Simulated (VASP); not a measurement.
These are RPBE GGA, VASP's PBE PAW potentials (set 64) (plane waves; VASP) values and carry that method's errors.

VASP input:

POSCAR:
```
KTaO3
1
    4.1391494560     0.0000000000     0.0000000000
    0.0000000000     4.1391494560     0.0000000000
    0.0000000000     0.0000000000     4.1391494560
K Ta O
1 1 3
Direct
  0.0000000000   0.0000000000   0.0000000000
  0.5000000000   0.5000000000   0.5000000000
  0.5000000000   0.0000000000   0.5000000000
  0.0000000000   0.5000000000   0.5000000000
  0.5000000000   0.5000000000   0.0000000000
```

KPOINTS:
```
Automatic mesh
0
Gamma
6 6 6
0 0 0
```

INCAR:
```
# general
SYSTEM   =  KTaO3
PREC     =  Accurate
ENCUT    =  520
LREAL    =  .FALSE.
LASPH    =  .TRUE.

# electronic loop
EDIFF    =  1E-7
NELM     =  100
ALGO     =  Normal
LMAXMIX  =  6

# smearing
ISMEAR   =  0
SIGMA    =  0.05

# functional
GGA      =  RP

# ions
ISIF     =  2

# output
LWAVE    =  .FALSE.
LCHARG   =  .FALSE.
```

POTCAR, in this order: K_sv Ta_pv O (PBE.64 set). Program: vasp_std.

Unless said otherwise, spin-orbit coupling is left out, though it shifts the bands of the heavy elements here.

Task: What does the run give for the energy per atom (σ→0), pressure, band gap (on the k-mesh)?

Result: 
| Property | Result |
|---|---|
| energy per atom (σ→0) | -7.799 eV/atom |
| band gap (on the k-mesh) | 1.97 eV |
| pressure | -9.05 GPa |

### OSZICAR
```
...
DAV:   9    -0.389954258800E+02    0.14363E-01   -0.51046E-02  1393   0.160E+00    0.368E-01
DAV:  10    -0.389952292279E+02    0.19665E-03   -0.13563E-02  1181   0.831E-01    0.116E-01
DAV:  11    -0.389953700541E+02   -0.14083E-03   -0.92391E-04  1292   0.229E-01    0.404E-02
DAV:  12    -0.389954615515E+02   -0.91497E-04   -0.21802E-04  1178   0.125E-01    0.269E-02
DAV:  13    -0.389954653278E+02   -0.37763E-05   -0.44251E-05  1298   0.543E-02    0.347E-03
DAV:  14    -0.389954663878E+02   -0.10600E-05   -0.28335E-06  1214   0.125E-02    0.235E-03
DAV:  15    -0.389954663148E+02    0.73030E-07   -0.47747E-07  1079   0.460E-03
   1 F= -.38995466E+02 E0= -.38995466E+02  d E =-.403185E-17
```

The compound is KTaO3 in the cubic perovskite structure. This cell is one point of a volume scan, at 1.06 of the reference volume.
